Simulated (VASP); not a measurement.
Data:

```yaml
crystal:
  lattice:
    - [3.93550, 0.00000, 0.00000]
    - [0.00000, 3.93550, 0.00000]
    - [0.00000, 0.00000, 3.93550]
  atoms:
    - { symbol: Zr, position: [0.00000, 0.00000, 0.00000] }
    - { symbol: Ir, position: [0.50000, 0.50000, 0.00000] }
    - { symbol: Ir, position: [0.00000, 0.50000, 0.50000] }
    - { symbol: Ir, position: [0.50000, 0.00000, 0.50000] }
```

Method: PBEsol GGA, VASP's PBE PAW potentials (set 64) (plane waves; VASP). Settings: 400 eV cut-off, 7×7×7 Γ-centred mesh, first-order Methfessel-Paxton smearing of 0.10 eV, potentials Zr_sv Ir.

Unless said otherwise, spin-orbit coupling is left out, though it shifts the bands of the heavy elements here.

Problem. What does the run give for the energy per atom (σ→0), band gap (on the k-mesh) with the smallest direct gap where there is one?

Solution. 
```yaml
band gap (on the k-mesh): none (metal, semimetal or under 0.01 eV)
energy per atom (σ→0): -10.382 eV/atom
```

Total energies compare only between runs with the same potentials, cut-off and functional.

The structure comes from a computed database's ZrIr3 entry (Pm-3m); how it stands against other phases isn't given here. It was relaxed first. The start is the result of an earlier pass. The electron count is odd and the run is not spin-polarised, which forces a metal.
